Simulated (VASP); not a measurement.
VASP input:

**KPOINTS**
```
Regular mesh
0
Gamma
  4 4 1
0 0 0
```

### INCAR
```
# general
SYSTEM  = PtS2
PREC    = Accurate
ENCUT   = 300   # plane-wave cut-off (eV)
LREAL   = .FALSE.   # projection in real space or not
LASPH   = .TRUE.   # aspherical one-centre terms

# electronic loop
EDIFF   = 1E-6   # SCF stop (eV)
NELM    = 100
ALGO    = Normal
LMAXMIX = 6

# smearing
ISMEAR  = -1
SIGMA   = 0.1

# functional
GGA     = PE   # PBE

# ions
ISIF    = 2

# output
LWAVE   = .FALSE.
LCHARG  = .FALSE.
```

POSCAR:
```
PtS2
33.5852480
  0.0998660186   0.0000000000   0.0000000000
 -0.0499330242   0.0864865134   0.0000000000
  0.0000000000   0.0000000000   0.5000000000
Pt S
1 2
Cartesian
  0.0000000000   0.0000000000   0.2500000000
 -0.0000000599   0.0576577044   0.2915750000
  0.0499330542   0.0288288090   0.2084250000
```

POTCAR, in this order: Pt S (PBE.64 set). Program: vasp_std.

### Question
Write an equivalent input for Quantum ESPRESSO's pw.x.

### Answer
One equivalent input (not run):
```
&CONTROL
  calculation = 'scf'
  pseudo_dir = './pseudo'
  outdir = './out'
  tprnfor = .true.
  tstress = .true.
/
&SYSTEM
  ibrav = 0
  nat = 3
  ntyp = 2
  ecutwfc = 84
  occupations = 'smearing'
  smearing = 'fermi-dirac'
  degauss = 0.00735
  input_dft = 'pbe'
/
&ELECTRONS
  conv_thr = 7.3e-08
  electron_maxstep = 100
/
ATOMIC_SPECIES
  Pt 195.084 Pt.upf
  S 32.060 S.upf
CELL_PARAMETERS angstrom
     3.3540250    0.0000000    0.0000000
    -1.6770130    2.9046710    0.0000000
     0.0000000    0.0000000   16.7926240
ATOMIC_POSITIONS crystal
  Pt   0.0000000  0.0000000  0.5000000
  S    0.3333330  0.6666670  0.5831500
  S    0.6666670  0.3333330  0.4168500
K_POINTS automatic
  4 4 1 0 0 0
```
The two are equivalent in intent, not identical: the potentials are each code's own (VASP's PAW set, PseudoDojo norm-conserving files in pw.x), so ENCUT and ecutwfc are chosen apart and not converted; conv_thr bounds pw.x's estimated SCF error, while EDIFF bounds the energy change between steps.

The cell is a sheet with vacuum, built from a generated structure.
